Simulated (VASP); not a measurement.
Runs of VASP 6.6.1 on NbTe. Symmetry: P-6m2, No. 187, hexagonal system. The conventional cell has a = 3.703 Å, b = 3.703 Å, c = 3.694 Å, α = 90.00°, β = 90.00°, γ = 120.00°. Around Te (site symmetry -6m2) lie 6 Nb at 2.83 Å. Around Nb (site symmetry -6m2) lie 6 Te at 2.83 Å. The cell comes from a database or a generator and needn't be the stable form of this composition.

```tsv
screening parameter	gap on the mesh (eV)	pressure (GPa)
0.6	none	(a)
0.1	none	-6.3
0.4	none	-4.3
0.2	none	(b)
0.3	none	-5.0
0.15	none	-6.0
```

Alike in all rows: task single point; level HSE(alpha, omega); potentials or basis VASP PAW PBE potentials, release 64 (Te, Nb_sv); no spin polarisation; cell as given; k mesh 4 × 4 × 4; cutoff (eV) 520; smearing fermi-dirac 0.05 eV; the mesh is coarse, so values aren't converged.

Task: Fill in the values left out.

Result: (a) -3.2; (b) -5.6.

Caveats: all runs use coarse meshes; the PAW data sets were made with another functional, which shifts forces and pressure a little.

A k mesh can miss the band edges, and the runs leave out spin-orbit coupling on Nb, Te.

A gap of «none» marks a metal or a gap under the smearing width.
